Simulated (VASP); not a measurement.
Sr (fcc): the lattice constant a from VASP (plane waves, PAW) at several levels of theory. Static lattice.

| level | lattice constant a (Å) | error against measurement |
|---|---|---|
| PBEsol | 5.915 | -2.2 % |
| revPBE | 6.129 | +1.4 % |
| optB86b-vdW | 5.921 | -2.0 % |
| vdW-DF2 | 6.005 | -0.7 % |
| vdW-DF-cx | 5.924 | -2.0 % |
| MS2 | 6.045 | +0.0 % |

Measured: 6.045 Å at 0 K (as given by Gábor I. Csonka et al., Physical Review B (2009), arXiv:0903.4037; low-temperature or extrapolated to 0 K; zero-point anharmonic expansion removed).

The cell of the PBEsol run:

Space group Fm-3m (No. 225); a = b = c = 5.9146 Å, α = β = γ = 90.00°

```csv
atom,site,symmetry,x,y,z
Sr,4a,m-3m,0.0000,0.0000,0.0000
```
(The calculation used a cell of 1 atom; values per cell refer to that cell.)

Only levels that ran to the end are used. Left out are those held back, those with too coarse a band path, GW runs whose mesh misses a band edge, hybrids' fits of cells that aren't cubic and levels without matching references; a question may draw on a part of the rest.

The compound is Sr in the fcc structure.
